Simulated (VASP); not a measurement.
A run of VASP 6.6.1 is set up as follows.

The input INCAR:

```
PREC     = Accurate       # precision mode
ENCUT    = 520            # plane-wave cutoff, eV
EDIFF    = 1E-7           # SCF threshold, eV
ISMEAR   = 0              # smearing method
SIGMA    = 0.1            # smearing width, eV
LREAL    = False          # projectors in reciprocal space
LASPH    = True           # aspherical terms in the spheres
NELM     = 60             # most SCF steps
ALGO     = Normal         # electronic algorithm
ISIF     = 3              # what is computed and relaxed
LWAVE    = False          # write WAVECAR
LCHARG   = False          # write CHGCAR
METAGGA  = R2SCAN         # meta-GGA
LMIXTAU  = True         
IBRION   = 2              # ionic algorithm
NSW      = 80             # ionic steps
EDIFFG   = -0.002         # ionic threshold
```

KPOINTS

```
regular mesh
0
Gamma
  18 18 8
```

The input POSCAR:

```
Zn
1.0
    2.6700000000      0.0000000000      0.0000000000
   -1.3350000000      2.3122878300      0.0000000000
    0.0000000000      0.0000000000      4.9660000000
Zn
2
Direct
    0.3333333300      0.6666666700      0.2500000000
    0.6666666700      0.3333333300      0.7500000000
```

Potentials or basis: VASP PAW PBE potentials, release 64 (Zn).

Launch:

```sh
$ cat potpaw_PBE.64/Zn/POTCAR > POTCAR
$ mpirun -np 1 vasp_std > vasp.out
```

(1) Predict the space group after relaxing (to 0.05 Å).

(2) Estimate the band gap on the k mesh.

(3) What does it give for the relaxed volume?

Answers

(1) P6_3/mmc (No. 194).

(2) none (metal or under the smearing width).

(3) 14.62 Å³/atom.

Caveat: the PAW data sets were made with another functional, which shifts forces and pressure a little.
